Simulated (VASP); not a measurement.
An input for Ansatz (written as the equivalent of a VASP run, and not itself run):

Ansatz 0.2 input:
```yaml
crystal:
  lattice:
    - [3.4879514, 0.0000000, 0.0000000]
    - [0.0000000, 3.4879514, 0.0000000]
    - [0.0000000, 0.0000000, 3.4879514]
  atoms:
    - { symbol: Tl, position: [0.0000000, 0.0000000, 0.0000000] }
    - { symbol: Br, position: [0.5000000, 0.5000000, 0.5000000] }
kpoints:
  mp_grid: { grid: [11, 11, 11] }
hamiltonian:
  xc: lda
  pseudopotentials: { kind: paw }
scf:
  occupations: { method: methfessel_paxton, width: 0.1 }
  max_iter: 100
relax:
  max_steps: 40
  f_tol: 0.02
  cell: { p_target: 30 }
output: { forces: true, stress: true, eigenvalues: true }
```

Translate this input to VASP (INCAR, KPOINTS, POSCAR, choice of POTCAR).

One answer among several that fit: 
POSCAR:
```
TlBr
1.0
  3.4879514276   0.0000000000   0.0000000000
  0.0000000000   3.4879514276   0.0000000000
  0.0000000000   0.0000000000   3.4879514276
Tl Br
1 1
Cartesian
  0.0000000000   0.0000000000   0.0000000000
  1.7439757138   1.7439757138   1.7439757138
```

KPOINTS:
```
kpoints
0
G
11 11 11
0 0 0
```

INCAR:
```
SYSTEM  =  TlBr
PREC  =  Accurate; ENCUT  =  500; LREAL  =  .FALSE.
LASPH  =  .TRUE.
EDIFF  =  1E-6; NELM  =  100; ALGO  =  Normal
LMAXMIX  =  4
ISMEAR  =  1; SIGMA  =  0.1
IBRION  =  2; NSW  =  40; ISIF  =  3
EDIFFG  =  -0.02; PSTRESS  =  300
LWAVE  =  .FALSE.; LCHARG  =  .FALSE.
```

POTCAR, in this order: Tl_d Br (LDA.64 set). Program: vasp_std.

Limits of the translation: each code has its own PAW files, so the cut-off isn't converted (ENCUT is set for VASP's; basis.ecutwfc is left out, and Ansatz then takes the one that its files recommend); Ansatz stops its SCF on the density residual and VASP on the energy change (EDIFF); Ansatz's lda is the Perdew-Wang form, while the LDA potentials of VASP carry Perdew-Zunger's.

The compound is TlBr in the CsCl type structure. This run relaxes it under an external pressure of 30 GPa. Symmetry was kept, so distortions that lower it aren't found.
